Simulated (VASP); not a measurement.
# BaNaZrN2 (P3m1) in VASP: a series of runs

The runs below take BaNaZrN2 through relaxation of cell and atoms, relaxation of the atoms, with PBE, PBEsol.

Program: VASP 6.6.1. These are calculated values, not measurements. Logs are shortened: lines on timing, memory, paths and dates and some standing lists are left out, and cuts for length are marked.

## Step 1: The structure

Symmetry: P3m1, No. 156, trigonal system. Conventional cell: a = 4.048 Å, b = 4.048 Å, c = 6.856 Å, α = 90.00°, β = 90.00°, γ = 120.00°. Na (site symmetry 3m) is surrounded by 4 N at 2.46 to 2.52 Å. Around Ba (site symmetry 3m) lie 6 N at 2.83 to 2.99 Å and 3 Zr at 3.18 Å. Zr (site symmetry 3m) is surrounded by 3 N at 2.40 Å. Around N (site symmetry 3m) lie 3 Na at 2.52 Å and 1 Zr at 2.84 Å. N (site symmetry 3m) is surrounded by 3 Zr at 2.40 Å and 1 Na at 2.46 Å.

The cell was built by a generator and needn't be a form met in nature.

## Step 2: Relaxation of cell and atoms, PBE

Input file INCAR:

```
ALGO = Fast
EDIFF = 1E-6
EDIFFG = -0.01
ENCUT = 600
GGA = PE
IBRION = 2
ISIF = 3
ISMEAR = 0
LASPH = T
LCHARG = F
LREAL = F
LWAVE = F
NELM = 60
NSW = 40
PREC = Accurate
SIGMA = 0.05
```

Input file KPOINTS:

```
k-points
0
Gamma
  8 8 4
```

Input file POSCAR:

```
BaNaZrN2
1.0
    4.0475011500      0.0000000000      0.0000000000
   -2.0237505700      3.5052388200      0.0000000000
    0.0000000000      0.0000000000      6.8560124700
Na Ba Zr N
1 1 1 2
Direct
    0.0000000000      0.0000000000      0.3821820000
    0.3333333300      0.6666666700      0.9730029700
    0.6666666700      0.3333333300      0.6589779900
    0.6666666700      0.3333333300      0.2451090100
    0.0000000000      0.0000000000      0.7407289700
```

Potentials or basis: VASP PAW PBE potentials, release 64 (Na_pv, Ba_sv, Zr_sv, N).

On the command line:

```sh
$ cat potpaw_PBE.64/Na_pv/POTCAR potpaw_PBE.64/Ba_sv/POTCAR potpaw_PBE.64/Zr_sv/POTCAR potpaw_PBE.64/N/POTCAR > POTCAR
$ mpirun -np 1 vasp_std > vasp.out
```

OUTCAR:

```text
EDIFF = 1E-6
   EDIFFG = -0.01
   ENCUT = 600
   GGA = PE
   IBRION = 2
   ISIF = 3
   ISMEAR = 0
   LASPH = T
   LREAL = F
   NELM = 60
   NSW = 40
   PREC = Accurate

 ion  position               nearest neighbor table
   1  0.000  0.000  0.382-   3 3.01   3 3.01   3 3.01   2 3.65   2 3.65   2 3.65
   2  0.333  0.667  0.973-   5 2.83   5 2.83   5 2.83   4 2.99   4 2.99   4 2.99   3 3.18   3 3.18
                             3 3.18   1 3.65   1 3.65   1 3.65
   3  0.667  0.333  0.659-   5 2.40   5 2.40   5 2.40   4 2.84   1 3.01   1 3.01   1 3.01   2 3.18
                             2 3.18   2 3.18
   4  0.667  0.333  0.245-   3 2.84   2 2.99   2 2.99   2 2.99
   5  0.000  0.000  0.741-   3 2.40   3 2.40   3 2.40   2 2.83   2 2.83   2 2.83

  LATTYP: Found a hexagonal cell.
 ALAT       =     4.0475011500
 C/A-ratio  =     1.6938877139

  Lattice vectors:

 A1 = (   4.0475011500,   0.0000000000,   0.0000000000)
 A2 = (  -2.0237505700,   3.5052388200,   0.0000000000)
 A3 = (   0.0000000000,   0.0000000000,   6.8560124700)

Analysis of symmetry for initial positions (statically):
=====================================================================
 Subroutine PRICEL returns:
 Original cell was already a primitive cell.

 Routine SETGRP: Setting up the symmetry group for a
 hexagonal supercell.

 Subroutine GETGRP returns: Found  6 space group operations
 (whereof  6 operations were pure point group operations)
 out of a pool of 24 trial point group operations.

The static configuration has the point symmetry C_3v.

Analysis of symmetry for dynamics (positions and initial velocities):
=====================================================================
 Subroutine PRICEL returns:
 Original cell was already a primitive cell.

 Routine SETGRP: Setting up the symmetry group for a
 hexagonal supercell.

 Subroutine GETGRP returns: Found  6 space group operations
 (whereof  6 operations were pure point group operations)
 out of a pool of 24 trial point group operations.

The dynamic configuration has the point symmetry C_3v.

 Subroutine INISYM returns: Found  6 space group operations
 (whereof  6 operations are pure point group operations),
 and found     1 'primitive' translations

----------------------------------------------------------------------------------------

                                     Primitive cell

  volume of cell :      97.2694

  direct lattice vectors                    reciprocal lattice vectors
     4.047501150  0.000000000  0.000000000     0.247066020  0.142643633  0.000000000
    -2.023750570  3.505238820  0.000000000     0.000000000  0.285287266  0.000000000
     0.000000000  0.000000000  6.856012470     0.000000000  0.000000000  0.145857378

  length of vectors
     4.047501150  4.047501149  6.856012470     0.285287266  0.285287266  0.145857378

  position of ions in fractional coordinates (direct lattice)
     0.000000000  0.000000000  0.382182000
     0.333333330  0.666666670  0.973002970
     0.666666670  0.333333330  0.658977990
     0.666666670  0.333333330  0.245109010
     0.000000000  0.000000000  0.740728970

  ion indices of the primitive-cell ions
   primitive index   ion index
                 1           1
                 2           2
                 3           3
                 4           4
                 5           5

----------------------------------------------------------------------------------------

 KPOINTS: k-points

Automatic generation of k-mesh.
 Grid dimensions read from file:
 generate k-points for:    8    8    4

 Generating k-lattice:

  Cartesian coordinates                     Fractional coordinates (reciprocal lattice)
     0.030883252  0.017830454  0.000000000     0.125000000  0.000000000  0.000000000
     0.000000000  0.035660908  0.000000000     0.000000000  0.125000000  0.000000000
     0.000000000  0.000000000  0.036464344     0.000000000  0.000000000  0.250000000

  Length of vectors
     0.035660908  0.035660908  0.036464344

  Shift w.r.t. Gamma in fractional coordinates (k-lattice)
     0.000000000  0.000000000  0.000000000

 Subroutine IBZKPT returns following result:
 ===========================================

 Found     35 irreducible k-points:

 Following reciprocal coordinates:
            Coordinates               Weight
  0.000000  0.000000  0.000000      1.000000
  0.125000 -0.000000  0.000000      6.000000
  0.250000 -0.000000  0.000000      6.000000
  0.375000 -0.000000  0.000000      6.000000
  0.500000 -0.000000  0.000000      3.000000
  0.125000  0.125000  0.000000      6.000000
[... 16 lines left out ...]
 -0.125000  0.500000  0.250000     12.000000
  0.250000  0.250000  0.250000     12.000000
 [... further k-points ...]
   k-points           NKPTS =     35   k-points in BZ     NKDIM =     35   number of bands    NBANDS=     23
   number of dos      NEDOS =    301   number of ions     NIONS =      5
   total plane-waves  NPLWV =  57344
   dimension x,y,z NGX =    32 NGY =   32 NGZ =   56
   dimension x,y,z NGXF=    64 NGYF=   64 NGZF=  112
   ions per type =               1   1   1   2
   NGX,Y,Z   is equivalent  to a cutoff of  13.14, 13.14, 13.58 a.u.
   NGXF,Y,Z  is equivalent  to a cutoff of  26.29, 26.29, 27.16 a.u.
 SYSTEM =  unknown system
   PREC   = accura    normal or accurate (medium, high low for compatibility)
   ISTART =      0    job   : 0-new  1-cont  2-samecut
   ICHARG =      2    charge: 1-file 2-atom 10-const
   ISPIN  =      1    spin polarized calculation?
   LNONCOLLINEAR =      F non collinear calculations
   LSORBIT =      F    spin-orbit coupling
   LASPH  =      T    aspherical Exc in radial PAW
   ENCUT  =  600.0 eV  44.10 Ry    6.64 a.u.   8.08  8.08 13.69*2*pi/ulx,y,z
   NELM   =     60;   NELMIN=  2; NELMDL= -5     # of ELM steps
   EDIFF  = 0.1E-05   stopping-criterion for ELM
   LREAL  =      F    real-space projection
   EDIFFG = -.1E-01   stopping-criterion for IOM
   NSW    =     40    number of steps for IOM
   IBRION =      2    ionic relax: 0-MD 1-quasi-New 2-CG
   NFREE  =      1    steps in history (QN), initial steepest desc. (CG)
   ISIF   =      3    stress and relaxation
   ISYM   =      2    0-nonsym 1-usesym 2-fastsym
   POTIM  = 0.5000    time-step for ionic-motion
   TEBEG  =    0.0;   TEEND  =   0.0 temperature during run
   PSTRESS=    0.0 pullay stress
   NELECT =      39.0000    total number of electrons
   NUPDOWN=      -1.0000    fix difference up-down
   EMIN   =  10.00;   EMAX   =-10.00  energy-range for DOS
   EFERMI =   0.00;   METHOD = LEGACY
   ISMEAR =     0;   SIGMA  =   0.05  broadening in eV -4-tet -1-fermi 0-gaus
   EFERMI_NEDOS =   21; number of points for ismear=-14 and -15
   IALGO  =     68    algorithm
   IMIX   =      4    mixing-type and parameters
     AMIX     =   0.40;   BMIX     =  1.00
     AMIX_MAG =   1.60;   BMIX_MAG =  1.00
  volume/ion in A,a.u.               =      19.45       131.28
  Fermi-wavevector in a.u.,A,eV,Ry     =   1.207177  2.281234 19.827449  1.457276
  Thomas-Fermi vector in A             =   2.342822
   LORBIT       =      0    0 simple, 1 ext, 2 COOP (PROOUT), +10 PAW based schemes
   GGA     = PE    functional components
   LHFCALC =     F    Hartree Fock is set to
   AEXX    =    0.0000 exact exchange contribution
   IVDW    =     0    specifies the selected vdW correction
   LEPSILON=     F    determine dielectric tensor
   LRPA    =     F    only Hartree local field effects (RPA)
 conjugate gradient relaxation of ions
 non-spin polarized calculation
 RMM-DIIS sequential band-by-band and
 Gauss-broadening in eV      SIGMA  =   0.05
  energy-cutoff  :      600.00
  volume of cell :       97.27
 maximum number of plane-waves:      3268
   NGX = 17   NGY = 17   NGZ = 27

--------------------------------------- Ionic step        1  -------------------------------------------

 number of electron      38.9999996 magnetization

 Free energy of the ion-electron system (eV)
  ---------------------------------------------------
  ext. energy  EPLUGINS =         0.00000000
  ---------------------------------------------------
  free energy    TOTEN  =       -27.91765149 eV

  energy without entropy =      -27.91047348  energy(sigma->0) =      -27.91406248

------------------------ aborting loop because EDIFF is reached ----------------------------------------

  FORCE on cell =-STRESS in cart. coord.  units (eV):
  Direction    XX          YY          ZZ          XY          YZ          ZX
  --------------------------------------------------------------------------------------
  -------------------------------------------------------------------------------------
  Total       -3.2157857     -3.2157857     -3.0682280     -0.0000000     -0.0000000      0.0000000
  in kB      -52.9689653    -52.9689654    -50.5384618     -0.0000001     -0.0000000      0.0000000
  external PRESSURE =     -52.1587975 kB  Pullay stress =       0.0000000 kB
[... 98 lines left out ...]
  FREE ENERGIE OF THE ION-ELECTRON SYSTEM (eV)
  ---------------------------------------------------
  free  energy   TOTEN  =       -29.9448024959 eV

  energy  without entropy=      -29.9426429422  energy(sigma->0) =      -29.94372272

 E-fermi :   5.4377     XC(G=0): -10.0005

 val. band max:        5.4169192722   @ k =   0.1250  -0.0000   0.0000
 cond. band min:       5.4800813106   @ k =  -0.1250   0.3750   0.2500
 fundamental gap:      0.0631620384
 Fermi energy:         5.4376887983

 k-point     1 :       0.0000    0.0000    0.0000
  band No.  band energies     occupation
      1     -43.9599      2.00000
      2     -23.1251      2.00000
      3     -22.1622      2.00000
      4     -22.0061      2.00000
      5     -22.0061      2.00000
      6     -18.1614      2.00000
[... 613 lines left out ...]
     22       6.9970      0.00000
     23       7.7482      0.00000

 [... further k-points ...]

[... ionic steps 4 to 24 ...]

--------------------------------------- Ionic step       25  -------------------------------------------

 number of electron      38.9999996 magnetization

------------------------ aborting loop because EDIFF is reached ----------------------------------------
[... 73 lines left out ...]
--------------------------------------- Ionic step       27  -------------------------------------------

 number of electron      38.9999995 magnetization

 Free energy of the ion-electron system (eV)
  ---------------------------------------------------
  ext. energy  EPLUGINS =         0.00000000
  ---------------------------------------------------
  free energy    TOTEN  =       -31.07334457 eV

  energy without entropy =      -31.07100915  energy(sigma->0) =      -31.07217686

 E-fermi :   5.4330     XC(G=0):  -9.9982

 val. band max:        5.4058761137   @ k =   0.2500   0.1250   0.2500
 cond. band min:       5.4793506060   @ k =  -0.1250   0.3750   0.2500
 fundamental gap:      0.0734744923
 Fermi energy:         5.4330411407

 k-point     1 :       0.0000    0.0000    0.0000
  band No.  band energies     occupation
      1     -43.9599      2.00000
      2     -23.1363      2.00000
      3     -22.1624      2.00000
      4     -22.0059      2.00000
      5     -22.0059      2.00000
      6     -18.1535      2.00000
[... 613 lines left out ...]
     22       6.9894      0.00000
     23       7.7388      0.00000

 [... further k-points ...]

------------------------ aborting loop because EDIFF is reached ----------------------------------------

  FORCE on cell =-STRESS in cart. coord.  units (eV):
  Direction    XX          YY          ZZ          XY          YZ          ZX
  --------------------------------------------------------------------------------------
  -------------------------------------------------------------------------------------
  Total        0.0300659      0.0300659      0.0252967      0.0000000      0.0000000      0.0000000
  in kB        0.5278979      0.5278979      0.4441598      0.0000000      0.0000000      0.0000000
  external PRESSURE =       0.4999852 kB  Pullay stress =       0.0000000 kB
[... 20 lines left out ...]
  FREE ENERGIE OF THE ION-ELECTRON SYSTEM (eV)
  ---------------------------------------------------
  free  energy   TOTEN  =       -31.0733445660 eV

  energy  without entropy=      -31.0710091467  energy(sigma->0) =      -31.07217686

 reached required accuracy - stopping structural energy minimisation
```

Run time: 23 min. Hardware: 1 thread of Intel Xeon 6975P-C (Granite Rapids), shared host; peak memory 0.34 GiB.

Results:

```
Free energy                            : -31.0733 eV
Relaxed volume                         : 18.25 Å³/atom
Relaxed cell                           : a = 3.847 Å, b = 3.847 Å, c = 7.121 Å, α = 90.00°, β = 90.00°, γ = 120.00°
Space group after relaxing (to 0.05 Å) : P3m1 (No. 156)
Energy gained by relaxing              : 631.1 meV/atom
Ionic steps                            : 27
Pressure after relaxing                : 0.0 GPa
Largest force after relaxing           : 0.009 eV/Å
Band gap on the k mesh                 : none (metal or under the smearing width)
```

Forces on the atoms (eV/Å):
```
Na   0.000  0.000  0.003
Ba   0.000  0.000 -0.003
Zr   0.000  0.000  0.009
N    0.000  0.000 -0.005
N    0.000  0.000 -0.003
```

Step by step:
| step | energy change (eV) | largest force (eV/Å) | pressure (GPa) | volume (Å³) |
| --- | --- | --- | --- | --- |
| 1 | 0.0000 | 3.8735 | -5.22 | 97.27 |
| 2 | -1.5199 | 2.7265 | -1.64 | 88.62 |
| 3 | -2.0272 | 1.7763 | 18.77 | 75.41 |
| 4 | -2.2612 | 2.7548 | 6.17 | 81.23 |
| 5 | -2.3028 | 2.6545 | 8.78 | 79.67 |
| 6 | -2.6412 | 3.8918 | 4.32 | 87.31 |
| 7 | -2.7782 | 1.5389 | 4.33 | 84.77 |
| 8 | -2.9250 | 1.4504 | -4.07 | 92.04 |
| 9 | -2.9420 | 1.2720 | -2.31 | 90.16 |
| 10 | -3.0636 | 0.5882 | -0.85 | 89.52 |
| 11 | -3.0959 | 0.1947 | 0.69 | 89.01 |
| 12 | -3.1306 | 0.6620 | -0.23 | 89.89 |
| 13 | -3.1312 | 0.7703 | -0.32 | 90.01 |
| 14 | -3.1531 | 0.0627 | 0.66 | 90.22 |
| 15 | -3.1531 | 0.0653 | 0.72 | 90.23 |
| 16 | -3.1549 | 0.0655 | -0.15 | 91.28 |
| 17 | -3.1551 | 0.0484 | 0.02 | 91.04 |
| 18 | -3.1551 | 0.0471 | 0.04 | 91.02 |
| 19 | -3.1553 | 0.0443 | 0.03 | 91.12 |
| 20 | -3.1553 | 0.0492 | 0.03 | 91.15 |
| 21 | -3.1554 | 0.0343 | -0.03 | 91.22 |
| 22 | -3.1555 | 0.0296 | -0.12 | 91.30 |
| 23 | -3.1556 | 0.0230 | -0.07 | 91.28 |
| 24 | -3.1556 | 0.0158 | 0.00 | 91.25 |
| 25 | -3.1557 | 0.0142 | 0.02 | 91.24 |
| 26 | -3.1557 | 0.0128 | 0.02 | 91.23 |
| 27 | -3.1557 | 0.0086 | 0.05 | 91.25 |

Final structure:
```xyz
5
Lattice="3.8465 0.0000 0.0000 -1.9233 3.3312 0.0000 0.0000 0.0000 7.1215" Properties=species:S:1:pos:R:3 pbc="T T T"
Na    0.0000    0.0000    2.3994
Ba    0.0000    2.2208    0.1093
Zr    1.9233    1.1104    4.3626
N     1.9233    1.1104    2.4118
N     3.8465    0.0000    4.9598
```

Spin-orbit coupling is left out, which matters for the levels of Ba.

## Step 3: Relaxation of the atoms, PBEsol

Input file INCAR:

```
  PREC = Accurate
  ENCUT = 520
  EDIFF = 1E-7
  ISMEAR = 0
  SIGMA = 0.05
  LREAL = False
  LASPH = True
  NELM = 60
  ALGO = Normal
  ISIF = 2
  LWAVE = False
  LCHARG = False
  GGA = PS
  IBRION = 2
  NSW = 60
  EDIFFG = -0.01
```

Input file KPOINTS:

```
Automatic mesh
0
Gamma
  8 8 4
```

POSCAR is that of step 2.

Potentials or basis: VASP PAW PBE potentials, release 64 (Na_pv, Ba_sv, Zr_sv, N).

On the command line:

```sh
$ cat potpaw_PBE.64/Na_pv/POTCAR potpaw_PBE.64/Ba_sv/POTCAR potpaw_PBE.64/Zr_sv/POTCAR potpaw_PBE.64/N/POTCAR > POTCAR
$ mpirun -np 1 vasp_std > vasp.out
```

Run time: 8.5 min. Hardware: 1 thread of Intel Xeon 6975P-C (Granite Rapids), shared host; peak memory 0.28 GiB.

The run converged. Its results:

| Property | Result |
| --- | --- |
| Free energy | -32.4937 eV |
| Energy gained by relaxing | 585.4 meV/atom |
| Ionic steps | 24 |
| Pressure after relaxing | -7.5 GPa |
| Largest force after relaxing | 0.008 eV/Å |
| Band gap on the k mesh | none (metal or under the smearing width) |

Forces in eV/Å, atoms in the order of the input:
```
Na   0.000  0.000 -0.005
Ba   0.000  0.000 -0.004
Zr   0.000  0.000  0.008
N    0.000  0.000 -0.001
N    0.000  0.000  0.002
```

Stress tensor (GPa, compression positive):
```
-9.51  0.00  0.00
 0.00 -9.51  0.00
 0.00  0.00 -3.37
```

Step by step:
```tsv
step	energy change (eV)	largest force (eV/Å)	pressure (GPa)
1	0.0000	3.7202	-8.06
2	-1.1719	2.3258	-10.63
3	-2.3891	2.1224	-9.99
4	-2.6753	1.6886	-7.09
5	-2.6761	1.8548	-6.84
6	-2.8640	0.4413	-7.45
7	-2.8646	0.3995	-7.46
8	-2.8897	0.3605	-6.82
9	-2.8924	0.4471	-6.49
10	-2.9082	0.3266	-6.81
11	-2.9151	0.3132	-7.13
12	-2.9212	0.1964	-7.06
13	-2.9233	0.2922	-6.97
14	-2.9257	0.1309	-7.45
15	-2.9258	0.0924	-7.38
16	-2.9264	0.0511	-7.38
17	-2.9265	0.0622	-7.38
18	-2.9267	0.0386	-7.51
19	-2.9267	0.0383	-7.51
20	-2.9269	0.0364	-7.49
21	-2.9270	0.0373	-7.48
22	-2.9271	0.0346	-7.52
23	-2.9271	0.0341	-7.52
24	-2.9271	0.0082	-7.46
```

Final structure:
```
CELL_PARAMETERS angstrom
4.04750 0.00000 0.00000
-2.02375 3.50524 0.00000
0.00000 0.00000 6.85601
ATOMIC_POSITIONS crystal
Na 0.00000 0.00000 0.34259
Ba 0.33333 0.66667 0.01509
Zr 0.66667 0.33333 0.61302
N 0.66667 0.33333 0.32943
N 0.00000 0.00000 0.69988
```

Levels at points of the mesh, in eV from the Fermi level:
```csv
k point,band 17,band 18,band 19,band 20,band 21,band 22
"(0.00, 0.00, 0.00)",-2.90,-2.50,-2.50,-0.28,0.50,1.08
"(0.50, 0.00, 0.00)",-3.06,-2.35,-2.16,-0.75,1.08,1.85
"(0.00, 0.00, 0.50)",-2.54,-2.44,-2.44,0.24,1.05,1.42
"(0.50, 0.00, 0.50)",-3.01,-2.50,-2.46,-0.22,0.93,1.40
```

Caveat: the PAW data sets were made with another functional, which shifts forces and pressure a little. Spin-orbit coupling is left out, which matters for the levels of Ba.

## Step 4: The reference run

An earlier run on the cell as given: functional PBE; potentials or basis VASP PAW PBE potentials, release 64 (Na_pv, Ba_sv, Zr_sv, N); cutoff 520 eV; k mesh 8 × 8 × 4; occupations fermi-dirac, width 0.05 eV; no spin polarisation.

- Pressure: -5.1 GPa
- Largest force: 3.866 eV/Å
- Band gap on the k mesh: none (metal or under the smearing width)

## Step 5: Summary

```csv
task,level,cell,cutoff (eV),smearing,gap on the mesh (eV),pressure (GPa),largest force (eV/Å)
relaxation of cell and atoms,PBE,relaxed,600,gaussian 0.05 eV,none,0.0,0.01
relaxation of the atoms,PBEsol,atoms relaxed,520,gaussian 0.05 eV,none,-7.5,0.01
single point,PBE,as given,520,fermi-dirac 0.05 eV,none,-5.1,3.87
```

Alike in all rows: potentials or basis VASP PAW PBE potentials, release 64 (Na_pv, Ba_sv, Zr_sv, N); no spin polarisation; k mesh 8 × 8 × 4.

Caveats: the PAW data sets were made with another functional, which shifts forces and pressure a little (some runs); forces of over 1 eV/Å show positions far from the minimum, so gaps and moduli don't describe the material at rest (some runs).

Total energies depend on the potentials used, so only differences within one code and one set of settings carry meaning.
